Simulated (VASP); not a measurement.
A convergence study with VASP on NiSb (NiAs type): one setting is varied, all else stays as given below, so the limit is that of these other settings.

```
NiSb
1.0
    1.96500    -3.40348     0.00000
    1.96500     3.40348     0.00000
    0.00000     0.00000     5.13000
Ni Sb
2 2
Direct
  0.00000   0.00000   0.50000
  0.00000   0.00000   0.00000
  0.33333   0.66667   0.25000
  0.66667   0.33333   0.75000
```

Calculation: PBE GGA, VASP's PBE PAW potentials (set 64) (plane waves; VASP 6.6.1). The tightest run used: 550 eV cut-off, 18×18×13 Γ-centred mesh, tetrahedra with Blöchl corrections, potentials Ni Sb.

```csv
setting,E (eV/atom),pressure (GPa),irreducible k-points
3×3×2 mesh,-5.0425,3.16,6
4×4×3 mesh,-5.0803,2.75,8
5×5×4 mesh,-5.0713,3.11,15
6×6×4 mesh,-5.0696,3.16,21
```

Question: These are the cheaper rows. Estimate the results at 18×18×13 mesh, and how far the last row shown lies from them.

Answer: 
```csv
quantity,tightest run,last row shown is off by
E (eV/atom),-5.0722,0.0026
pressure (GPa),3.22,-0.06
```

Left out are rungs that failed or repeat a setting and relaxations that didn't move; long series are thinned to 24 rows.

The compound is NiSb in the NiAs type structure. The cell was not relaxed at this level. The run is not spin-polarised, so no magnetic state was tried.
